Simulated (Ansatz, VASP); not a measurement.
# Ni (linear Ni chain, spacing 2.738 A): VASP beside Ansatz, part 2 of 2

Aim: how closely do two programs agree when they are given the same cell, functional and k mesh? The cell is taken from a series of runs on this material, whose earlier steps may have relaxed, scaled, displaced or heated it; both programs get it as it stands.

VASP 6.6.1 and Ansatz 0.2.0.

So far: Set-up; Ansatz: single point, LDA, pair 1; VASP: single point, LDA, pair 1.

## Step 3: VASP: single point, LDA, pair 1 (continued)

Level of this step: LDA, spin-polarised from a ferromagnetic start (one magnetic atom a cell); plane waves and PAW (Ni) (VASP).

Numbers of over 12 decimals in the logs are rounded to 6 here.

From OUTCAR (step 3):

```text
ion  position               nearest neighbor table
   1  0.500  0.500  0.000-

  LATTYP: Found a simple tetragonal cell.
 ALAT       =    12.0000000000
 C/A-ratio  =     0.2281666667

 Subroutine GETGRP returns: Found 16 space group operations
 (whereof 16 operations were pure point group operations)

The static configuration has the point symmetry D_4h.

 Found      5 irreducible k-points:

   k-points           NKPTS =      5   k-points in BZ     NKDIM =      5   number of bands    NBANDS=     12

   dimension x,y,z NGX =    90 NGY =   90 NGZ =   20
   dimension x,y,z NGXF=   180 NGYF=  180 NGZF=   40

   ENCUT  =  520.0 eV  38.22 Ry    6.18 a.u.  22.31 22.31  5.09*2*pi/ulx,y,z

   NELECT =      10.0000    total number of electrons

 k-points in reciprocal lattice and weights: Automatic mesh
   0.00000000  0.00000000  0.00000000       0.125
   0.00000000  0.00000000  0.12500000       0.250
   0.00000000  0.00000000  0.25000000       0.250
   0.00000000  0.00000000  0.37500000       0.250
   0.00000000  0.00000000  0.50000000       0.125

 average (electrostatic) potential at core
       1 -95.1797

 E-fermi :  -4.8113

 spin component 1
 k-point     1 :       0.0000    0.0000    0.0000
  band No.  band energies     occupation
    ...
      2      -6.0655      1.00000
      3      -6.0655      1.00000
      4      -5.9491      0.99999
      5      -5.7742      0.99993
      6      -5.7742      0.99993
      7      -1.8330      0.00000
      8      -1.8330      0.00000
      9       0.1196      0.00000
     10       0.8906      0.00000
     11       1.4487      0.00000
    ...

 k-point     2 :       0.0000    0.0000    0.1250
  band No.  band energies     occupation
    ...
      2      -6.0431      1.00000
      3      -6.0431      1.00000
      4      -5.9105      0.99998
      5      -5.9105      0.99998
      6      -5.8155      0.99996
      7      -1.4498      0.00000
      8      -1.4498      0.00000
      9       0.4275      0.00000
     10       1.2015      0.00000
     11       1.7690      0.00000
    ...

 k-point     3 :       0.0000    0.0000    0.2500
  band No.  band energies     occupation
    ...
      2      -6.1947      1.00000
      3      -6.1947      1.00000
      4      -5.9892      0.99999
      5      -5.9892      0.99999
      6      -5.2448      0.98707
      7      -0.3897      0.00000
      8      -0.3897      0.00000
      9       1.3522      0.00000
     10       2.1352      0.00000
     11       2.7219      0.00000
    ...

 k-point     4 :       0.0000    0.0000    0.3750
  band No.  band energies     occupation
      1      -6.4368      1.00000
      2      -6.4368      1.00000
      3      -5.9377      0.99999
      4      -5.9356      0.99999
      5      -5.9356      0.99999
      6      -3.7131      0.00002
      7       1.2107      0.00000
      8       1.2107      0.00000
      9       1.7989      0.00000
     10       2.9347      0.00000
    ...

 k-point     5 :       0.0000    0.0000    0.5000
  band No.  band energies     occupation
      1      -6.5283      1.00000
      2      -6.5283      1.00000
      3      -5.9135      0.99998
      4      -5.9134      0.99998
      5      -5.8110      0.99995
      6      -1.7377      0.00000
      7      -0.7884      0.00000
      8       2.7098      0.00000
      9       2.7098      0.00000
     10       4.4008      0.00000
    ...

 spin component 2
 k-point     1 :       0.0000    0.0000    0.0000
  band No.  band energies     occupation
      1      -6.9134      1.00000
      2      -5.2043      0.98074
      3      -5.0463      0.91290
      4      -5.0462      0.91287
      5      -4.6446      0.15884
      6      -4.6446      0.15884
      7      -1.7165      0.00000
      8      -1.7165      0.00000
      9       0.1374      0.00000
    ...

  Total        0.0001918      0.0001918     -4.2583118      0.0000000     -0.0000000     -0.0000000
  in kB        0.0007792      0.0007792    -17.3042232      0.0000000     -0.0000000     -0.0000000
  external PRESSURE =      -5.7675549 kB  Pullay stress =       0.0000000 kB

  energy-cutoff  :      520.00
  volume of cell :      394.27
      direct lattice vectors                 reciprocal lattice vectors
    12.000000000  0.000000000  0.000000000     0.083333333  0.000000000  0.000000000
     0.000000000 12.000000000  0.000000000     0.000000000  0.083333333  0.000000000
     0.000000000  0.000000000  2.738000000     0.000000000  0.000000000  0.365230095

 POSITION                                       TOTAL-FORCE (eV/Angst)
 -----------------------------------------------------------------------------------
      6.00000      6.00000      0.00000         0.000000      0.000000      0.000000
 -----------------------------------------------------------------------------------
    total drift:                                0.000000     -0.000000     -0.000000

  FREE ENERGIE OF THE ION-ELECTRON SYSTEM (eV)
  ---------------------------------------------------
  free  energy   TOTEN  =        -2.3973673725 eV

  energy  without entropy=       -2.1964400190  energy(sigma->0) =       -2.29690370

 total charge
# of ion       s       p       d       tot
------------------------------------------
    1        0.450   0.049   8.268   8.766

 magnetization (x)
# of ion       s       p       d       tot
------------------------------------------
    1        0.037   0.001   1.145   1.183

[... 4 further parts left out ...]
```

The cell holds one magnetic atom, so no antiferromagnetic order fits into it.

## Step 4: Differences

Known differences besides the potentials themselves: VASP starts from the moments at which Ansatz ended; the data sets hold 18 valence electrons in Ansatz (on its PAW soft_1 files) and 10 in VASP; the cutoff is 420 eV in Ansatz and 520 eV in VASP; VASP's log shows a relativistic correction to its local exchange, Ansatz's none; site moments are counted in spheres of each program's own size. Total energies have different zeros and are not compared.

Compared:

| quantity | Ansatz | VASP | difference |
| --- | --- | --- | --- |
| total moment (μB) | 1.25 | 1.24 | 0.00 |
| moment on Ni1 (μB) | 1.20 | 1.18 | +0.02 |

With vacuum in the cell, a pressure given here is an average over mostly empty space and none of the material.

## Step 5: Ansatz: single point, LDA, pair 2

A single point gives forces, pressure and levels at one fixed geometry, so differences don't come from the geometry; what else differs is listed under the comparison.

The cell is taken from a series of runs on this material, whose earlier steps may have relaxed, scaled, displaced or heated it; both programs get it as it stands.

Contents of input.yaml:

```yaml
crystal:
  lattice:
    - [12.0, 0.0, 0.0]
    - [0.0, 12.0, 0.0]
    - [0.0, 0.0, 2.738]
  atoms:
    - { symbol: Ni, position: [0.5, 0.5, 0.0], spin: 1.2 }
magnetization:
  spin_polarized: true
kpoints:
  mp_grid: { grid: [1, 1, 39] }
hamiltonian:
  xc: lda
  pseudopotentials: { kind: paw, azcp: { folder: soft_1 }, xc_functional: pbe }
scf:
  occupations: { method: fermi_dirac, width: 0.1 }
  max_iter: 120
  convergence: { dr2_threshold: 1.0e-08 }
  lower_state_search: "off"
basis:
  ecutwfc: 420.0
checkpoint:
  read: start
  write: ck
  compress: false
  write_wavefunctions: false
  write_every: 100000
```

Run with:

```sh
$ ansatz run input.yaml --threads 4 --pin off --max-ram 8192MiB --backend cpu --events-out ev --progress --plain --runs-dir out
```

What it wrote:

```text
[...]
SCF converged after 9 iterations
Magnetization: 1.2073 μB (9.6037 up, 8.3963 down)
Absolute magnetization: 1.2168 μB (∫|ρ↑−ρ↓|, with the PAW one-centre terms)
[...]
Per-site moments (μB) at R_I (Å): [(1.170008, 1.129425)]
Free energy (F): -5769.154450 eV
[...]
Internal energy: -5768.958471 eV  (E = F + TS)
E sigma→0 (E₀):  -5769.056460 eV
Entropy (-TS):   -0.195978 eV (-195.978 meV/atom)
Fermi energy:    -4.505888 eV
[...]
```

## Step 6: VASP: single point, LDA, pair 2

The same cell, functional (in two slightly different forms), mesh and smearing now go to VASP, with its own data sets.

Contents of INCAR:

```
SYSTEM = Ni
PREC = Accurate
ENCUT = 520
EDIFF = 1E-06
NELM = 200
ISMEAR = -1
SIGMA = 0.1
LREAL = .FALSE.
ALGO = Normal
GGA = PW92
NBANDS = 12
ISPIN = 2
MAGMOM = 1.17
LASPH = .TRUE.
LMAXMIX = 4
LORBIT = 11
LWAVE = .FALSE.
LCHARG = .FALSE.
ISIF = 2
GGA_COMPAT = .FALSE.
```

Contents of POSCAR:

```
Ni
1.0
   12.0000000000      0.0000000000      0.0000000000
    0.0000000000     12.0000000000      0.0000000000
    0.0000000000      0.0000000000      2.7380000000
Ni
1
Direct
    0.5000000000      0.5000000000      0.0000000000
```

Contents of KPOINTS:

```
Automatic mesh
0
Gamma
1 1 39
0 0 0
```

Potentials, in the order of the species: Ni (LDA family, release 64).

Run with:

```sh
$ mpirun -np 1 vasp_std
```

What it wrote:

```text
[banner, memory and clock lines left out]
running    1 mpi-ranks, on    1 nodes
[...]
[... a notice as in an earlier step ...]

 LDA part: xc-table for (Slater(with rela. corr.)+PW92), standard interpolation
 POSCAR, INCAR and KPOINTS ok, starting setup
[...]
entering main loop
       N       E                     dE             d eps       ncg     rms          rms(c)
DAV:   1     0.426303942771E+02    0.42630E+02   -0.25058E+03   960   0.491E+02
DAV:   2    -0.714959298229E+00   -0.43345E+02   -0.39004E+02  1104   0.126E+02
DAV:   3    -0.256157519272E+01   -0.18466E+01   -0.17666E+01  1096   0.273E+01
DAV:   4    -0.259165713790E+01   -0.30082E-01   -0.29875E-01  1200   0.514E+00
[...]
DAV:  21    -0.238329818743E+01   -0.10632E-04   -0.44292E-07  1004   0.373E-03    0.165E-03
DAV:  22    -0.238330131616E+01   -0.31287E-05   -0.94416E-08  1016   0.192E-03    0.106E-03
DAV:  23    -0.238330161093E+01   -0.29477E-06   -0.63588E-09   784   0.350E-04
   1 F= -.23833016E+01 E0= -.22852410E+01  d E =-.196121E+00  mag=     1.1940
```

Parts of OUTCAR (step 6):

```text
  Total       -0.0010829     -0.0010829     -4.2639375     -0.0000000      0.0000000      0.0000000
  in kB       -0.0044006     -0.0044006    -17.3270838     -0.0000000      0.0000000      0.0000000
  external PRESSURE =      -5.7786283 kB  Pullay stress =       0.0000000 kB

  FREE ENERGIE OF THE ION-ELECTRON SYSTEM (eV)
  ---------------------------------------------------
  free  energy   TOTEN  =        -2.3833016109 eV

  energy  without entropy=       -2.1871803425  energy(sigma->0) =       -2.28524098

 magnetization (x)
# of ion       s       p       d       tot
------------------------------------------
    1        0.031   0.000   1.115   1.146

[... 2 parts as in an earlier step ...]

[... 2 further parts left out ...]
[key lines of the parts left out:]
E-fermi :  -4.7319
```

## Step 7: Differences

What differs besides the data sets and the points named for the pairs above, as far as they apply: the data sets hold 18 valence electrons in Ansatz (on its PAW soft_1 files) and 10 in VASP. Total energies have different zeros and are not compared.

The two programs side by side:

| quantity | Ansatz | VASP | difference |
| --- | --- | --- | --- |
| total moment (μB) | 1.21 | 1.19 | +0.01 |
| moment on Ni1 (μB) | 1.17 | 1.15 | +0.02 |

With vacuum in the cell, a pressure given here is an average over mostly empty space and none of the material.

## Step 8: Summary of results

| Quantity | Value |
| --- | --- |
| difference in total moment (single point, LDA, pair 1) | 0.0019 μB |
| difference in total moment (single point, LDA, pair 2) | 0.013 μB |

In words: The difference in total moment is 0.0019 μB (single point, LDA, pair 1). The data sets hold unlike numbers of valence electrons (18 in Ansatz and 10 in VASP), so part of the differences comes from the potentials. How closely two codes agree says nothing of how well the functional describes the real material.

[Lines on the potential files, build, host, timing and source positions are cut from VASP's logs without a mark.]

[Logs are printed without paths, hosts, clocks, repeated set-up lines and the standing remarks that a program may print on its own settings, such as how far it seeks lower states.]

[Hosts, paths, dates, database ids (printed as entryN), source tags and the programs' standing remarks are cut or masked in the printed files.]
